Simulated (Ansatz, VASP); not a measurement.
# P: VASP beside Ansatz

One calculation is typed for both programs; each brings its own data sets. How far apart do they land? The cell is taken from a series of runs on this material, whose earlier steps may have relaxed, scaled, displaced or heated it; both programs get it as it stands.

Main program and level: Ansatz 0.2.0; plane waves, with VASP 6.6.1 beside it; relaxation of cell and atoms at PBE with D3(BJ).

## Step 1: Set-up

It takes space group Cmce (No. 64, orthorhombic). The conventional cell has a = 3.322 Å, b = 10.196 Å, c = 4.159 Å, α = 90.00°, β = 90.00°, γ = 90.00°. Nearest to P lie 3 P at 2.23 to 2.25 Å.

## Step 2: Ansatz: relaxation of cell and atoms, PBE with D3(BJ), pair 1

Ansatz runs on its PAW soft_1 files.

The relaxed volume is the usual yardstick between codes: in a stiff, nearly cubic crystal its relative difference is about their pressure difference at one cell divided by the bulk modulus.

input.yaml

```yaml
crystal:
  lattice:
    - [1.661129995, -5.0978991022, 0.0]
    - [1.661129995, 5.0978991022, 0.0]
    - [0.0, 0.0, 4.1591555383]
  atoms:
    - { symbol: P, position: [0.8935567542, 0.1064432458, 0.0716418032] }
    - { symbol: P, position: [0.6064432458, 0.3935567542, 0.5716418032] }
    - { symbol: P, position: [0.1064432458, 0.8935567542, 0.9283581968] }
    - { symbol: P, position: [0.3935567542, 0.6064432458, 0.4283581968] }
kpoints:
  mp_grid: { grid: [14, 14, 10] }
hamiltonian:
  xc: pbe
  dispersion: d3bj
  pseudopotentials: { kind: paw, azcp: { folder: soft_1 } }
scf:
  occupations: { method: gaussian, width: 0.1 }
  lower_state_search: "off"
output:
  forces: true
  stress: true
  eigenvalues: true
  write_density: true
  write_potential: true
  elf: true
  volumetric_format: npy
relax:
  adjacent_minimum: "off"
  f_tol: 0.005
  max_steps: 80
  cell: { stress_tol: 0.05 }
```

The run is started by

```console
$ ansatz run input.yaml --threads 8 --pin off --max-ram 16384MiB --backend cpu --events-out ev --progress --plain --runs-dir out
```

Numbers of over 12 decimals in the logs are rounded to 6 here.

What it wrote:

```text
Engine: ansatz 0.2.0, aarch64-unknown-linux-gnu
Pseudopotentials: kind: paw
Pseudopotential: P, paw, valence charge 5, recommended cutoff 420 eV (normal), soft_1/P.paw.azcp
Functional definition: PBE
  parameter kappa = 0.804
  parameter beta = 0.066725
  exchange = pbe_x(kappa = kappa, mu = beta*pi^2/3)
  correlation = pbe_c(beta = beta)
Crystal: 4 atoms, lattice volume = 70.442 Å³
Basis set: ecut = 420 eV, 1373 PW (Γ), exchange–correlation on 72×72×60 points (8 copies of the dense FFT grid, shifted against one another)
Bands: 14, of which v1, the nominal top of the filled ones, is band 10 counted from 1 (9 counted from 0)
Symmetry: 8 space group operations
Space group: Cmce (ITA 64), of the structure as read, at distance tolerance 4.1e-5 Å
k-points: 342 of 1960
Non-local potential: P, projectors of the file, l = 0: 2, l = 1: 2, l = 2: 1
PAW form: soft (Blöchl's): semilocal exchange-correlation on the pseudo side does not see the compensation charge
PAW one-centre angular grid: P, 110 points (default); XC on 64 Gauss nodes
Initial density: superposition of atomic densities (chi_scale 0.1, normalization cell)
Initial wavefunctions: pseudopotential atomic-orbital guess
Functional: x = pbe(κ = 0.804, μ = 0.219515), c = pbe(β = 0.066725)
SCF iter   1: F=—  HF=-3024.299634 eV  |F-HF|=—  |Δ(HF+E_count)|=         —  Δρ=3.96e-2  dr2=7.04e-1  ethr=3.10e-3  ⟨swp⟩=7.4  Hψ=36800  notcnv=0
preconditioner: auto → Kerker (q_TF=auto, 2.212 Å⁻¹)  [metal: Δε(μ)=0.045 eV  Ē_g=9.092 eV  σ=0.100 eV  W_gap=0.25  n_scr=12 (ndim 8)  ℏωp=19.8 eV  f_vac=0.000  D(μ)=0.09/eV (n_scr^D=0)]
SCF iter   2: F=—  HF=-3024.209373 eV  |F-HF|=—  |Δ(HF+E_count)|=   9.03e-2  Δρ=2.39e-2  dr2=2.72e-1  ethr=3.10e-3  ⟨swp⟩=1.1  Hψ=7572  notcnv=0
SCF iter   3: F=—  HF=-3024.156448 eV  |F-HF|=—  |Δ(HF+E_count)|=   5.29e-2  Δρ=1.92e-3  dr2=1.65e-3  ethr=1.36e-3  ⟨swp⟩=2.9  Hψ=8065  notcnv=0
SCF iter   4: F=—  HF=-3024.158018 eV  |F-HF|=—  |Δ(HF+E_count)|=   1.57e-3  Δρ=5.10e-4  dr2=1.81e-4  ethr=8.25e-6  ⟨swp⟩=2.1  Hψ=8204  notcnv=0
SCF iter   5: F=—  HF=-3024.158167 eV  |F-HF|=—  |Δ(HF+E_count)|=   1.49e-4  Δρ=7.07e-5  dr2=3.55e-6  ethr=9.05e-7  ⟨swp⟩=2.6  Hψ=8083  notcnv=0
SCF iter   6: F=—  HF=-3024.158150 eV  |F-HF|=—  |Δ(HF+E_count)|=   1.67e-5  Δρ=1.38e-5  dr2=1.50e-7  ethr=1.77e-8  ⟨swp⟩=2.6  Hψ=8707  notcnv=0
SCF iter   7: F=-3024.158150 eV  HF=-3024.158150 eV  |F-HF|=1.02e-9  |Δ(HF+E_count)|=   8.52e-8  Δρ=2.64e-6  dr2=6.53e-9  ethr=5.00e-10  ⟨swp⟩=13.1  Hψ=43714  notcnv=0
SCF 1 converged in 7 iterations: F = -3024.158150 eV  dr2 = 6.53e-9
  greatest PAW one-centre occupation: 0.809 electrons in one spin orbital (limit 2), on the P atom at site 3 (counted from 0), in its partial waves of l = 0
relax step   1: F+E_penalty+E_count = -3024.15815027 eV  Δ(F+E_penalty+E_count) = +0.000e0 eV  max|allowed force component| = 5.008e-3 eV/Å  Δτ_max = 0.0000 Å  P = +0.037 GPa  Ω = 70.442 Å³  (7 SCF iters, dr2 threshold 1.00e-7 eV, accepted)
[...]
relax step   2: F+E_penalty+E_count = -3024.15816964 eV  Δ(F+E_penalty+E_count) = -1.937e-5 eV  max|allowed force component| = 6.587e-3 eV/Å  Δτ_max = 0.0008 Å  P = -0.003 GPa  Ω = 70.495 Å³  energy of the carried Pulay correction = -2.594e-6 eV  (4 SCF iters, dr2 threshold 2.65e-8 eV, accepted)
[...]
relax step   3: F+E_penalty+E_count = -3024.15817689 eV  Δ(F+E_penalty+E_count) = -7.249e-6 eV  max|allowed force component| = 1.550e-3 eV/Å  Δτ_max = 0.0005 Å  P = -0.002 GPa  Ω = 70.516 Å³  energy of the carried Pulay correction = -3.655e-6 eV  (3 SCF iters, dr2 threshold 2.71e-9 eV, accepted)
[...]
relax step   4: F+E_penalty+E_count = -3024.15818093 eV  Δ(F+E_penalty+E_count) = -4.048e-6 eV  max|allowed force component| = 1.548e-3 eV/Å  Δτ_max = 0.0000 Å  P = -0.002 GPa  Ω = 70.516 Å³  stress off target by 1.55e-2 GPa  SCF on the basis re-selected at this cell (its energy is not comparable with the rows above)  (4 SCF iters)
basis re-selected at this cell: Δ(F+E_penalty+E_count) = -4.048e-6 eV, ΔP = +0.000 GPa vs the last step (what re-selecting the basis moved, of the pressure what is left beyond the Pulay correction that the steps carried, after the strain that the cell walked since its last selection, with what the two solves' SCF thresholds leave and, on support functions, any second-order correction that the steps lacked; it is no m [...]
SCF converged after 4 iterations
Free energy (F): -3024.158181 eV
Harris-Foulkes:  -3024.158181 eV  (|F-HF|=1.82e-12)
Internal energy: -3024.157583 eV  (E = F + TS)
E sigma→0 (E₀):  -3024.157882 eV
Entropy (-TS):   -0.000598 eV (-0.149 meV/atom)
Fermi energy:    8.533603 eV
--- Per-component energies (eV) ---
  E_band       = 34.926315
  E_kinetic    = 275.099196
  E_local      = -211.397911  (includes V_loc(G=0)·N_el)
  E_nonlocal   = 130.346602
  E_hartree    = 57.881693
  E_xc         = -291.530773
  E_vxc        = -244.103875  (∫ρ·V_xc dr)
  E_paw        = -2232.606975  (= ΣΔE_a)
  E_vpaw       = -30.781072  (= ΣTr[D̂ρ^β])
  E_aug_tail   = -0.000001  (compensation charges beyond the density's cutoff)
  E_ewald      = -750.356420
  E_disp       = -1.592994  (pairwise vdW)
  E_smearing   = -0.000598  (= −TS)
  E_closure    = -0.000000  (closes the sum)
  Σ components = -3024.158181   (vs F -3024.158181, Δ=0.00e0)
--- Forces (eV/Å), atoms counted from 1 ---
  atom   1  P      0.00000000    -0.00083055    -0.00154842
  atom   2  P      0.00000000     0.00083055    -0.00154842
  atom   3  P      0.00000000     0.00083055     0.00154842
  atom   4  P      0.00000000    -0.00083055     0.00154842
  max |Σ_I F_I| component: 0.00e0 eV/Å
--- Stress (GPa, compression-positive) ---
       -0.010358      -0.000000       0.000000
       -0.000000      -0.012209      -0.000000
        0.000000      -0.000000       0.015527
  P = ⅓ Tr σ = -0.0023 GPa (-0.023 kbar)
--- Band table (eV; the first three rows and the last of 342) ---
  k-point 0: bands = [... 6 lower, 4.4296, 5.6570, 5.8464, 7.1603, 9.5580, 9.7490, 10.3998, 11.9637]
  k-point 1: bands = [... 6 lower, 4.4802, 5.8507, 6.3109, 6.7649, 9.5941, 10.2163, 10.3556, 11.7066]
  k-point 2: bands = [... 6 lower, 4.6276, 5.8488, 6.0136, 7.3074, 9.8369, 10.1548, 11.0509, 11.1914]
  k-point 341: bands = [... 6 lower, 6.1118, 6.1118, 7.2794, 7.2794, 9.8399, 9.8399, 11.2531, 11.2531]
--- Relaxed structure (3 steps of the walk, 3 accepted, 1 SCFs on fresh bases) ---
  F+E_penalty+E_count = -3024.15818093 eV   max|allowed force component| = 1.548e-3 eV/Å   (the final SCF, on the basis selected at the relaxed cell)
  cell:  # Å, volume = 70.5165 Å³
    - [1.661739, -5.096491, -1.964716687502592e-19]
    - [1.661739, 5.096491, 1.9647166875025858e-19]
    - [0, 1.6029274272004367e-19, 4.163192]
  atoms:
    - { symbol: P, position: [0.893585, 0.106415, 0.071814] }
    - { symbol: P, position: [0.606415, 0.393585, 0.571814] }
    - { symbol: P, position: [0.106415, 0.893585, 0.928186] }
    - { symbol: P, position: [0.393585, 0.606415, 0.428186] }
```

## Step 3: VASP: relaxation of cell and atoms, PBE with D3(BJ), pair 1

The same cell, functional, mesh and smearing now go to VASP, with its own data sets.

Lines of VASP's logs that name or quote its potential files are left out, and so is its time.

INCAR

```
SYSTEM = P
PREC = Accurate
ENCUT = 500
EDIFF = 1E-07
NELM = 120
ISMEAR = 0
SIGMA = 0.1
LREAL = .FALSE.
ALGO = Normal
GGA = PE
IVDW = 12
NBANDS = 16
LORBIT = 11
LWAVE = .FALSE.
LCHARG = .FALSE.
ISIF = 3
IBRION = 2
NSW = 80
EDIFFG = -0.005
LASPH = .TRUE.
GGA_COMPAT = .FALSE.
NELMIN = 4
KPAR = 2
```

POSCAR

```
P
1.0
    1.6611300000     -5.0978990000      0.0000000000
    1.6611300000      5.0978990000      0.0000000000
    0.0000000000      0.0000000000      4.1591560000
P
4
Direct
    0.8935567378      0.1064432622      0.0716416985
    0.6064432622      0.3935567378      0.5716416985
    0.1064432622      0.8935567378      0.9283580611
    0.3935567378      0.6064432622      0.4283580611
```

KPOINTS

```
Automatic mesh
0
Gamma
14 14 10
0 0 0
```

Potentials, in the order of the species: P (PBE family, release 64).

The run is started by

```console
$ mpirun -np 2 vasp_std
```

What it wrote:

```text
[banner, memory and clock lines left out]
running    2 mpi-ranks, on    1 nodes
 distrk:  each k-point on    1 cores,    2 groups
 distr:  one band on    1 cores,    1 groups

 POSCAR found type information on POSCAR P
 POSCAR found :  1 types and       4 ions
 LDA part: xc-table for (Slater+PW92), standard interpolation
 POSCAR, INCAR and KPOINTS ok, starting setup
 FFT: planning ... GRIDC
 FFT: planning ... GRID_SOFT
 FFT: planning ... GRID
 WAVECAR not read
 entering main loop
       N       E                     dE             d eps       ncg     rms          rms(c)
DAV:   1     0.559988175666E+02    0.55999E+02   -0.83013E+03 10944   0.104E+03
DAV:   2    -0.183861264686E+02   -0.74385E+02   -0.71990E+02 14928   0.159E+02
DAV:   3    -0.214797748742E+02   -0.30936E+01   -0.30741E+01 15056   0.346E+01
DAV:   4    -0.215093538089E+02   -0.29579E-01   -0.29571E-01 13488   0.406E+00
DAV:   5    -0.215098610022E+02   -0.50719E-03   -0.50716E-03 15208   0.491E-01    0.104E+01
DAV:   6    -0.214137746173E+02    0.96086E-01   -0.56372E-02 13112   0.138E+00    0.611E+00
DAV:   7    -0.213740566938E+02    0.39718E-01   -0.95123E-02 14384   0.183E+00    0.292E-01
DAV:   8    -0.213738391891E+02    0.21750E-03   -0.10124E-02 12680   0.642E-01    0.149E-01
DAV:   9    -0.213738925949E+02   -0.53406E-04   -0.50133E-04 15080   0.144E-01    0.729E-02
DAV:  10    -0.213739039192E+02   -0.11324E-04   -0.59919E-05 13664   0.453E-02    0.302E-02
DAV:  11    -0.213739117416E+02   -0.78224E-05   -0.11630E-05 13664   0.258E-02    0.871E-03
DAV:  12    -0.213739121946E+02   -0.45301E-06   -0.56794E-07 13840   0.514E-03    0.268E-03
DAV:  13    -0.213739121481E+02    0.46483E-07   -0.10407E-07  8112   0.228E-03
   1 F= -.22968332E+02 E0= -.22968050E+02  d E =-.229683E+02
[... from here on, the cycles between the ionic steps are left out ...]
   2 F= -.22968541E+02 E0= -.22968258E+02  d E =-.208861E-03
   3 F= -.22968808E+02 E0= -.22968526E+02  d E =-.475789E-03
   4 F= -.22968808E+02 E0= -.22968526E+02  d E =-.475657E-03
   5 F= -.22968861E+02 E0= -.22968582E+02  d E =-.531707E-04
   6 F= -.22968914E+02 E0= -.22968642E+02  d E =-.106455E-03
   7 F= -.22968951E+02 E0= -.22968678E+02  d E =-.366413E-04
   8 F= -.22969002E+02 E0= -.22968729E+02  d E =-.875784E-04
 curvature:  -2.26 expect dE=-0.151E-03 dE for cont linesearch -0.224E-06
 trial: gam= 0.70795 g(F)=  0.397E-04 g(S)=  0.269E-04 ort = 0.454E-05 (trialstep = 0.741E+00)
 search vector abs. value=  0.177E-03
 bond charge predicted
       N       E                     dE             d eps       ncg     rms          rms(c)
DAV:   1    -0.213780700075E+02   -0.95761E-03   -0.25008E-03 11960   0.252E-01    0.307E-02
DAV:   2    -0.213780578392E+02    0.12168E-04   -0.11785E-04 15032   0.693E-02    0.173E-02
DAV:   3    -0.213780507730E+02    0.70663E-05   -0.16339E-05 13592   0.226E-02    0.711E-03
DAV:   4    -0.213780502021E+02    0.57087E-06   -0.27268E-06 14552   0.943E-03    0.324E-03
DAV:   5    -0.213780499211E+02    0.28104E-06   -0.11145E-07  7352   0.233E-03    0.981E-04
DAV:   6    -0.213780498471E+02    0.73955E-07   -0.31794E-08  6144   0.120E-03
   9 F= -.22969034E+02 E0= -.22968758E+02  d E =-.324263E-04
 trial-energy change:   -0.000032  1 .order   -0.000032   -0.000052   -0.000013
 step:   0.9862(harm=  0.9862)  dis= 0.00058  next Energy=   -22.969036 (dE=-0.344E-04)
 reached required accuracy - stopping structural energy minimisation
```

OUTCAR, selected parts (step 3):

```text
ion  position               nearest neighbor table
   1  0.894  0.106  0.072-   4 2.23   4 2.23   3 2.25
   2  0.606  0.394  0.572-   3 2.23   3 2.23   4 2.25
   3  0.106  0.894  0.928-   2 2.23   2 2.23   1 2.25
   4  0.394  0.606  0.428-   1 2.23   1 2.23   2 2.25

  LATTYP: Found a base centered orthorhombic cell.
 ALAT       =     3.3222600000
 B/A-ratio  =     3.0689344001
 C/A-ratio  =     1.2519056305

 Subroutine GETGRP returns: Found  8 space group operations
 (whereof  4 operations were pure point group operations)

The static configuration has the point symmetry C_2h.
 The point group associated with its full space group is D_2h.

 Found    342 irreducible k-points:

   k-points           NKPTS =    342   k-points in BZ     NKDIM =    342   number of bands    NBANDS=     16

   dimension x,y,z NGX =    40 NGY =   40 NGZ =   30
   dimension x,y,z NGXF=    80 NGYF=   80 NGZF=   60

   ENCUT  =  500.0 eV  36.75 Ry    6.06 a.u.   9.78  9.78  7.58*2*pi/ulx,y,z

   NELECT =      20.0000    total number of electrons

 k-points in reciprocal lattice and weights: Automatic mesh
   0.00000000  0.00000000  0.00000000       0.001
   0.07142857  0.00000000  0.00000000       0.002
   0.14285714  0.00000000  0.00000000       0.002
   0.21428571  0.00000000  0.00000000       0.002
   0.28571429  0.00000000  0.00000000       0.002
   0.35714286 -0.00000000  0.00000000       0.002
   0.42857143  0.00000000  0.00000000       0.002
   0.50000000  0.00000000  0.00000000       0.001
   0.07142857  0.07142857  0.00000000       0.001
[...]
-0.42857143  0.42857143  0.50000000       0.001
   0.50000000  0.50000000  0.50000000       0.001

 Edisp (eV)   -1.59189

 average (electrostatic) potential at core
       1 -82.1183       2 -82.1183       3 -82.1183       4 -82.1183

 E-fermi :   7.4200

 k-point     1 :       0.0000    0.0000    0.0000
  band No.  band energies     occupation
    ...
      6       3.1376      2.00000
      7       3.3108      2.00000
      8       4.5278      2.00000
      9       4.7370      2.00000
     10       6.0198      2.00000
     11       8.4069      0.00000
     12       8.6333      0.00000
     13       9.2995      0.00000
     14      10.8355      0.00000
     15      12.8689      0.00000
    ...

 k-point     2 :       0.0714    0.0000    0.0000
  band No.  band energies     occupation
    ...
      6       2.8322      2.00000
      7       3.0120      2.00000
      8       4.5538      2.00000
      9       4.6326      2.00000
     10       6.1175      2.00000
     11       8.4780      0.00000
     12       9.0723      0.00000
     13       9.7944      0.00000
     14      10.4996      0.00000
     15      12.4883      0.00000
    ...

 k-point     3 :       0.1429    0.0000    0.0000
  band No.  band energies     occupation
    ...
      6       2.4436      2.00000
      7       2.5302      2.00000
      8       4.5150      2.00000
      9       4.6283      2.00000
     10       6.2682      2.00000
     11       8.6688      0.00000
     12       9.7494      0.00000
     13      10.1964      0.00000
     14      10.8147      0.00000
     15      11.6445      0.00000
    ...

 Edisp (eV)   -1.59098

  Total      -0.00625    -0.00118     0.00795     0.00000     0.00000     0.00000
  in kB      -0.14183    -0.02685     0.18044     0.00000     0.00000     0.00000
  external pressure =        0.00 kB  Pullay stress =        0.00 kB

  energy-cutoff  :      500.00
  volume of cell :       70.58
      direct lattice vectors                 reciprocal lattice vectors
     1.658559047 -5.096267645  0.000000000     0.301466506 -0.098111017 -0.000000000
     1.658559047  5.096267645 -0.000000000     0.301466506  0.098111017  0.000000000
     0.000000000 -0.000000000  4.174948605     0.000000000  0.000000000  0.239523907

 POSITION                                       TOTAL-FORCE (eV/Angst)
 -----------------------------------------------------------------------------------
      1.65856     -4.01504      0.30372         0.000000     -0.001933     -0.002301
      1.65856     -1.08122      2.39120         0.000000      0.001933     -0.002301
      1.65856      4.01504      3.87123         0.000000      0.001933      0.002301
      1.65856      1.08122      1.78375         0.000000     -0.001933      0.002301
 -----------------------------------------------------------------------------------
    total drift:                               -0.000000     -0.000000      0.000224

  FREE ENERGIE OF THE ION-ELECTRON SYSTEM (eV)
  ---------------------------------------------------
  free  energy   TOTEN  =       -22.9690341824 eV

  energy  without entropy=      -22.9684813599  energy(sigma->0) =      -22.96875777

 reached required accuracy - stopping structural energy minimisation

 total charge
# of ion       s       p       d       tot
------------------------------------------
    1        1.085   1.377   0.000   2.462
    2        1.085   1.377   0.000   2.462
    3        1.085   1.377   0.000   2.462
    4        1.085   1.377   0.000   2.462
--------------------------------------------------
tot          4.341   5.508   0.000   9.848

[... 3 further parts left out ...]
```

CONTCAR:

```
P
   1.00000000000000
     1.6585590466598472   -5.0962676445597150    0.0000000000000000
     1.6585590466598472    5.0962676445597150   -0.0000000000000000
     0.0000000000000000   -0.0000000000000000    4.1749486054019487
  P
     4
Direct
     0.8939199463427634    0.1060800536572365    0.0727485049783974
     0.6060800536572366    0.3939199463427635    0.5727485049783975
     0.1060800536572365    0.8939199463427634    0.9272512546216040
     0.3939199463427635    0.6060800536572366    0.4272512546216040
```

The run keeps the 8 symmetry operations of its start, so it cannot find a distortion of lower symmetry.

## Step 4: Side by side

Known differences besides the potentials themselves: the cutoff is 420 eV in Ansatz and 500 eV in VASP; Ansatz adds a Pulay correction to the stress that steers its cell, VASP none. Total energies have different zeros and are not compared.

Compared:

```tsv
quantity	Ansatz	VASP	difference
volume (Å³)	70.52	70.58	-0.09 %
edge a after relaxation, in the typed setting (Å)	5.361	5.359	+0.02 %
edge c after relaxation, in the typed setting (Å)	4.163	4.175	-0.28 %
```

(Part 1 of 2 ends here.)

[Lines on the potential files, build, host, timing and source positions are cut from VASP's logs without a mark.]

[Logs are printed without paths, hosts, clocks, repeated set-up lines and the standing remarks that a program may print on its own settings, such as how far it seeks lower states.]

[Hosts, paths, dates, database ids (printed as entryN), source tags and the programs' standing remarks are cut or masked in the printed files.]
